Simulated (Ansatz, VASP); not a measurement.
# Cross-check of MoS2 between VASP and Ansatz

Wanted: the spread between two codes on one cell, functional and k mesh. The cell is taken from a series of runs on this material, whose earlier steps may have relaxed, scaled, displaced or heated it; both programs get it as it stands.

Main program and level: Ansatz 0.2.0; plane waves, with VASP 6.6.1 beside it; single point at PBEsol, spin-orbit coupling.

## Step 1: Set-up

The structure is hexagonal, space group P6_3/mmc (No. 194). Conventional cell: a = 3.169 Å, b = 3.169 Å, c = 12.324 Å, α = 90.00°, β = 90.00°, γ = 120.00°. Nearest to Mo lie 6 S at 2.41 Å. Nearest to S lie 3 Mo at 2.41 Å. Farther neighbours and most contacts between anions are not listed.

## Step 2: Ansatz: single point, PBEsol, spin-orbit coupling

Ansatz runs on its fully relativistic PAW (standard-fr) files.

A single point gives forces, pressure and levels at one fixed geometry, so differences don't come from the geometry; what else differs is listed under the comparison.

File input.yaml:

```yaml
crystal:
  lattice:
    - [3.169, 0.0, 0.0]
    - [-1.5845, 2.7444345046, 0.0]
    - [0.0, 0.0, 12.324]
  atoms:
    - { symbol: Mo, position: [0.3333333333, 0.6666666667, 0.25] }
    - { symbol: Mo, position: [0.6666666667, 0.3333333333, 0.75] }
    - { symbol: S, position: [0.3333333333, 0.6666666667, 0.623] }
    - { symbol: S, position: [0.6666666667, 0.3333333333, 0.123] }
    - { symbol: S, position: [0.3333333333, 0.6666666667, 0.877] }
    - { symbol: S, position: [0.6666666667, 0.3333333333, 0.377] }
kpoints:
  mp_grid: { grid: [6, 6, 2] }
  band_path:
    path:
      - [[0.0, 0.0, 0.0], [0.5, 0.0, 0.0], [0.33333333, 0.33333333, 0.0], [0.0, 0.0, 0.0], [0.0, 0.0, 0.5], [0.5, 0.0, 0.5], [0.33333333, 0.33333333, 0.5], [0.0, 0.0, 0.5]]
      - [[0.5, 0.0, 0.5], [0.5, 0.0, 0.0]]
      - [[0.33333333, 0.33333333, 0.5], [0.33333333, 0.33333333, 0.0]]
    npoints: 10
hamiltonian:
  xc: pbesol
scf:
  occupations: { method: fermi_dirac, width: 0.02 }
  n_extra_bands: 12
magnetization:
  noncollinear: true
  spin_orbit: true
output:
  eigenvalues: true
  forces: true
  stress: true
```

On the command line:

```console
> ansatz run input.yaml --threads 2 --pin off --max-ram 92160MiB --backend cuda --devices 1 --max-vram 13GiB --events-out ev --progress --plain --runs-dir out
```

Numbers of over 12 decimals in the logs are rounded to 6 here.

The program printed:

```text
scf.n_extra_bands = 12 over 52 filled bands (N_el = 52.0): the run solves 64 bands
GPUs: using 1 of 1 available (devices: 1).
Engine: ansatz 0.2.0, x86_64-unknown-linux-gnu
Pseudopotentials: kind: paw_fr
Pseudopotential: Mo, paw_fr, valence charge 14, recommended cutoff 420 eV (normal), Mo.paw.azcp#standard-fr
Pseudopotential: S, paw_fr, valence charge 6, recommended cutoff 420 eV (normal), S.paw.azcp#standard-fr
Functional definition: PBEsol
  exchange = pbesol_x
  correlation = pbesol_c
non-collinear run that drives no moment, with spin-orbit: no starting moment large enough to seed its density (crystal.atoms[].spin), no starting occupations that ask for one, no magnetisation constraint and no magnetic field, so the semilocal B_xc is pinned to zero
device memory: the entry about to start is reckoned to put 4.0 GiB on a device that reports 57.3 GiB free (of which the cap on the GPU budget leaves the run 13.0 GiB)
GPU FFT provider: cuFFT
GPU libraries: cuBLAS 13.8.2, cuFFT 12.4.0, cuSOLVER 12.3.4
Crystal: 6 atoms, lattice volume = 107.183 Å³
Basis set: ecut = 420 eV, 2081 PW (Γ), exchange–correlation on 48×48×180 points (8 copies of the dense FFT grid, shifted against one another)
Bands: 64, of which v1, the nominal top of the filled ones, is band 52 counted from 1 (51 counted from 0)
Symmetry: 24 space group operations + 24 with time reversal
Magnetic group: BNS 194.264 (UNI 1494), of the structure as read, at distance tolerance 4.8e-5 Å
k-points: 14 of 72
Projection manifold: j_resolved (fully-relativistic pseudo-atomic orbitals)
Non-local potential: Mo, projectors of the file, l = 0: 3, l = 1: 4, l = 2: 4, l = 3: 2
Non-local potential: S, projectors of the file, l = 0: 2, l = 1: 4, l = 2: 4
PAW form: soft (Blöchl's): semilocal exchange-correlation on the pseudo side does not see the compensation charge
PAW frozen core: Mo, regenerated for the run's functional, and the local potential with it (the file was generated under x = pbe(κ = 0.804, μ = 0.219515), c = pbe(β = 0.066725))
PAW frozen core: S, regenerated for the run's functional, and the local potential with it (the file was generated under x = pbe(κ = 0.804, μ = 0.219515), c = pbe(β = 0.066725))
PAW one-centre angular grid: Mo, 590 points (default); XC on 64 Gauss nodes
PAW one-centre angular grid: S, 110 points (default); XC on 64 Gauss nodes
Initial density: superposition of atomic densities (chi_scale 0.1, normalization cell, long waves kept (reshape's long-wave potential 0.07 eV rms))
Initial wavefunctions: pseudopotential atomic-orbital guess
GPU buffer pool allocated for 51840 grid points (all kernels)
GPU transforms: local potential and band sums: pruned to the plane-wave sphere, on 24×24×90
Functional: x = pbesol(κ = 0.804, μ = 0.123457), c = pbesol(β = 0.046)
SCF iter   1: F=—  HF=-13344.244800 eV  |F-HF|=—  |Δ(HF+E_count)|=         —  Δρ=6.07e-2  dr2=4.92e0  dr2_m=0.00e0 (ungated)  ethr=3.10e-3  |M|=0.00e0 ∫|m|=0.00e0 μB  |m|>n=0.0e0 m-floor=0.0e0 τ_xc=0.0e0  β_m=0.30  ⟨swp⟩=6.0  Hψ=2137  notcnv=0
preconditioner: auto → Resta (q_TF=auto, 2.418 Å⁻¹)  ε∞=8.0  [insulator: Δε(μ)=0.721 eV  Ē_g=8.158 eV  σ=0.020 eV  W_gap=1.00  n_scr=26 (ndim 8)  ℏωp=21.5 eV  f_vac=0.001  D(μ)=0.00/eV (n_scr^D=0)  ε∞_Penn≈8.0]
spin=Noncollinear: Resta preconditioning applied to the charge; magnetization (m_x, m_y, m_z) channels mix plain (no charge-response kernel on spin).
SCF iter   2: F=—  HF=-13343.319316 eV  |F-HF|=—  |Δ(HF+E_count)|=   9.25e-1  Δρ=3.70e-2  dr2=2.19e0  dr2_m=0.00e0 (ungated)  ethr=3.10e-3  |M|=0.00e0 ∫|m|=0.00e0 μB  |m|>n=0.0e0 m-floor=0.0e0 τ_xc=0.0e0  β_m=0.49  ⟨swp⟩=2.3  Hψ=788  notcnv=0  defer=60
SCF iter   3: F=—  HF=-13342.709174 eV  |F-HF|=—  |Δ(HF+E_count)|=   6.10e-1  Δρ=1.41e-2  dr2=3.17e-1  dr2_m=0.00e0 (ungated)  ethr=3.10e-3  |M|=0.00e0 ∫|m|=0.00e0 μB  |m|>n=0.0e0 m-floor=0.0e0 τ_xc=0.0e0  β_m=0.61  ⟨swp⟩=2.0  Hψ=672  notcnv=0  defer=60
SCF iter   4: F=—  HF=-13342.623341 eV  |F-HF|=—  |Δ(HF+E_count)|=   8.58e-2  Δρ=3.52e-3  dr2=1.83e-2  dr2_m=0.00e0 (ungated)  ethr=6.10e-4  |M|=0.00e0 ∫|m|=0.00e0 μB  |m|>n=0.0e0 m-floor=0.0e0 τ_xc=0.0e0  β_m=0.80  ⟨swp⟩=2.3  Hψ=729  notcnv=0  defer=60
SCF iter   5: F=—  HF=-13342.623151 eV  |F-HF|=—  |Δ(HF+E_count)|=   1.90e-4  Δρ=7.09e-4  dr2=8.67e-4  dr2_m=0.00e0 (ungated)  ethr=3.52e-5  |M|=0.00e0 ∫|m|=0.00e0 μB  |m|>n=0.0e0 m-floor=0.0e0 τ_xc=0.0e0  β_m=0.90  ⟨swp⟩=2.3  Hψ=666  notcnv=0  defer=60
SCF iter   6: F=—  HF=-13342.623777 eV  |F-HF|=—  |Δ(HF+E_count)|=   6.26e-4  Δρ=1.74e-4  dr2=3.07e-5  dr2_m=0.00e0 (ungated)  ethr=1.67e-6  |M|=0.00e0 ∫|m|=0.00e0 μB  |m|>n=0.0e0 m-floor=0.0e0 τ_xc=0.0e0  β_m=0.95  ⟨swp⟩=2.0  Hψ=675  notcnv=0  defer=60
SCF iter   7: F=—  HF=-13342.623840 eV  |F-HF|=—  |Δ(HF+E_count)|=   6.34e-5  Δρ=3.67e-5  dr2=1.38e-6  dr2_m=0.00e0 (ungated)  ethr=5.90e-8  |M|=0.00e0 ∫|m|=0.00e0 μB  |m|>n=0.0e0 m-floor=0.0e0 τ_xc=0.0e0  β_m=0.98  ⟨swp⟩=2.0  Hψ=656  notcnv=0  defer=60
SCF iter   8: F=-13342.623844 eV  HF=-13342.623844 eV  |F-HF|=3.54e-8  |Δ(HF+E_count)|=   3.76e-6  Δρ=6.93e-6  dr2=4.93e-8  dr2_m=0.00e0 (ungated)  ethr=1.92e-10  |M|=0.00e0 ∫|m|=0.00e0 μB  |m|>n=0.0e0 m-floor=0.0e0 τ_xc=0.0e0  ⟨swp⟩=8.8  Hψ=2261  notcnv=0
SCF 1 converged in 8 iterations: F = -13342.623844 eV  dr2 = 4.93e-8
  greatest PAW one-centre occupation: 0.999 electrons in one spin orbital (limit 2), on the Mo atom at site 1 (counted from 0), in its partial waves of l = 0
device memory: the entry about to start is reckoned to put 3.2 GiB on a device that reports 61.7 GiB free (of which the cap on the GPU budget leaves the run 13.0 GiB)
NSCF: frozen V_eff on 93 k-points
SCF converged after 8 iterations
Magnetization: |M| = 0.0000 μB,  M = (+0.0000, +0.0000, +0.0000) μB
Absolute magnetization: 0.0000 μB (∫|m|)
  site 0: m = (+0.0000, +0.0000, +0.0000) μB, |m| = 0.0000 μB  (R = 0.99 Å)
  site 1: m = (+0.0000, +0.0000, +0.0000) μB, |m| = 0.0000 μB  (R = 0.99 Å)
  site 2: m = (+0.0000, +0.0000, +0.0000) μB, |m| = 0.0000 μB  (R = 0.99 Å)
  site 3: m = (+0.0000, +0.0000, +0.0000) μB, |m| = 0.0000 μB  (R = 0.99 Å)
  site 4: m = (+0.0000, +0.0000, +0.0000) μB, |m| = 0.0000 μB  (R = 0.99 Å)
  site 5: m = (+0.0000, +0.0000, +0.0000) μB, |m| = 0.0000 μB  (R = 0.99 Å)
Free energy (F): -13342.623844 eV
Harris-Foulkes:  -13342.623844 eV  (|F-HF|=3.54e-8)
Internal energy: -13342.623844 eV  (E = F + TS)
E sigma→0 (E₀):  -13342.623844 eV
Fermi energy:    11.220417 eV
--- Per-component energies (eV) ---
  E_band       = -316.510163
  E_kinetic    = 1309.795738
  E_local      = -3924.568799  (includes V_loc(G=0)·N_el)
  E_nonlocal   = 401.914311
  E_hartree    = 1506.651989
  E_xc         = -750.393420
  E_vxc        = -807.931619  (∫ρ·V_xc dr)
  E_paw        = -8625.476193  (= ΣΔE_a)
  E_vpaw       = -309.028132  (= ΣTr[D̂ρ^β])
  E_aug_tail   = 0.000076  (compensation charges beyond the density's cutoff)
  E_ewald      = -3261.216446
  E_core_change = 0.668901  (= ΣΔE_core)
  E_smearing   = -0.000000  (= −TS)
  E_closure    = -0.000000  (closes the sum)
  Σ components = -13342.623844   (vs F -13342.623844, Δ=0.00e0)
--- Forces (eV/Å), atoms counted from 1 ---
  atom   1  Mo    -0.00000000    -0.00000000     0.00000000
  atom   2  Mo    -0.00000000     0.00000000     0.00000000
  atom   3  S      0.00000000     0.00000000     0.30746726
  atom   4  S      0.00000000    -0.00000000     0.30746726
  atom   5  S      0.00000000     0.00000000    -0.30746726
  atom   6  S      0.00000000    -0.00000000    -0.30746726
  max |Σ_I F_I| component: 5.55e-17 eV/Å
--- Stress (GPa, compression-positive) ---
       -3.277959       0.000000      -0.000000
        0.000000      -3.277959       0.000000
       -0.000000       0.000000      -2.333664
  P = ⅓ Tr σ = -2.9632 GPa (-29.632 kbar)
--- Band table (eV; the first three rows and the last of 14) ---
  k-point 0: bands = [... 48 lower, 9.6414, 9.6414, 10.8197, 10.8197, 12.8651, 12.8651, 12.8934, 12.8934, ... 8 higher]
  k-point 1: bands = [... 48 lower, 10.5500, 10.5500, 10.5500, 10.5500, 12.8723, 12.8723, 12.8723, 12.8723, ... 8 higher]
  k-point 2: bands = [... 48 lower, 9.6682, 9.6682, 10.0376, 10.0376, 12.2798, 12.2798, 12.6431, 12.6431, ... 8 higher]
  k-point 13: bands = [... 48 lower, 10.0305, 10.0305, 10.1758, 10.1758, 11.8459, 11.8459, 11.8487, 11.8487, ... 8 higher]
```

In the SCF lines HF is the Harris–Foulkes energy and dr2 the Hartree energy of the density residual, in eV; the loop may stop once dr2 is under the threshold and the program's other checks hold. Hψ counts applications of the Hamiltonian.

## Step 3: VASP: single point, PBEsol, spin-orbit coupling

The same cell, functional, mesh and smearing now go to VASP, with its own data sets.

Lines of VASP's logs that name or quote its potential files are left out, and so is its time.

File INCAR:

```
SYSTEM = MoS2
PREC = Accurate
ENCUT = 500
EDIFF = 1E-06
NELM = 200
ISMEAR = -1
SIGMA = 0.02
LREAL = .FALSE.
ALGO = Normal
GGA = PS
LNONCOLLINEAR = .TRUE.
MAGMOM = 0 0 0 0 0 0 0 0 0 0 0 0 0 0 0 0 0 0
NBANDS = 64
GGA_COMPAT = .FALSE.
LASPH = .TRUE.
LSORBIT = .TRUE.
LMAXMIX = 4
LORBIT = 11
LWAVE = .FALSE.
LCHARG = .FALSE.
ISIF = 2
EFERMI = MIDGAP
KPAR = 2
```

File POSCAR:

```
MoS2
1.0
    3.1690000000      0.0000000000      0.0000000000
   -1.5845000000      2.7444345046      0.0000000000
    0.0000000000      0.0000000000     12.3240000000
Mo S
2 4
Direct
    0.3333333333      0.6666666667      0.2500000000
    0.6666666667      0.3333333333      0.7500000000
    0.3333333333      0.6666666667      0.6230000000
    0.6666666667      0.3333333333      0.1230000000
    0.3333333333      0.6666666667      0.8770000000
    0.6666666667      0.3333333333      0.3770000000
```

File KPOINTS:

```
Automatic mesh
0
Gamma
6 6 2
0 0 0
```

Potentials, in the order of the species: Mo_sv and S (PBE family, release 64).

On the command line:

```console
> mpirun -np 2 vasp_ncl
```

The program printed:

```text
[banner, memory and clock lines left out]
running    2 mpi-ranks, on    1 nodes
 distrk:  each k-point on    1 cores,    2 groups
 distr:  one band on    1 cores,    1 groups

 POSCAR found type information on POSCAR MoS
 POSCAR found :  2 types and       6 ions
|                                                                             |
|               ----> ADVICE to this user running VASP <----                  |
|                                                                             |
|     You enforced a specific xc type in the INCAR file but a different       |
|     [... a line on the potential file left out ...]
|     I HOPE YOU KNOW WHAT YOU ARE DOING!                                     |
|                                                                             |

 LDA part: xc-table for (Slater+PW92), standard interpolation
 POSCAR, INCAR and KPOINTS ok, starting setup
 FFT: planning ... GRIDC
 FFT: planning ... GRID_SOFT
 FFT: planning ... GRID
 WAVECAR not read
 entering main loop
       N       E                     dE             d eps       ncg     rms          rms(c)
DAV:   1     0.473128743540E+03    0.47313E+03   -0.28456E+04  1936   0.150E+03
DAV:   2    -0.208695183523E+02   -0.49400E+03   -0.47990E+03  2176   0.397E+02
DAV:   3    -0.492149607195E+02   -0.28345E+02   -0.27900E+02  2240   0.862E+01
DAV:   4    -0.500283616752E+02   -0.81340E+00   -0.80833E+00  2256   0.136E+01
DAV:   5    -0.500509031524E+02   -0.22541E-01   -0.22492E-01  2264   0.211E+00    0.354E+01
DAV:   6    -0.478469135083E+02    0.22040E+01   -0.18923E+01  2008   0.243E+01    0.127E+01
DAV:   7    -0.474344537106E+02    0.41246E+00   -0.79790E+00  2032   0.154E+01    0.821E+00
DAV:   8    -0.470746488531E+02    0.35980E+00   -0.13452E+00  2120   0.667E+00    0.292E+00
DAV:   9    -0.470843608205E+02   -0.97120E-02   -0.16526E-01  2352   0.192E+00    0.128E+00
DAV:  10    -0.470754697151E+02    0.88911E-02   -0.46082E-02  2072   0.129E+00    0.379E-01
DAV:  11    -0.470756686547E+02   -0.19894E-03   -0.21472E-03  2232   0.258E-01    0.225E-01
DAV:  12    -0.470755567166E+02    0.11194E-03   -0.42848E-04  2072   0.110E-01    0.691E-02
DAV:  13    -0.470755404120E+02    0.16305E-04   -0.58279E-05  2288   0.412E-02    0.417E-02
DAV:  14    -0.470755432452E+02   -0.28332E-05   -0.28301E-05  2136   0.267E-02    0.152E-02
DAV:  15    -0.470755437901E+02   -0.54489E-06   -0.18829E-06  1800   0.780E-03
   1 F= -.47075544E+02 E0= -.47075544E+02  d E =-.474698E-10  mag=    -0.0000    -0.0000    -0.0000
```

[end of part 1 of 2]

[Lines on the potential files, build, host, timing and source positions are cut from VASP's logs without a mark.]

[Logs are printed without paths, hosts, clocks, repeated set-up lines and the standing remarks that a program may print on its own settings, such as how far it seeks lower states.]

[Hosts, paths, dates, database ids (printed as entryN), source tags and the programs' standing remarks are cut or masked in the printed files.]
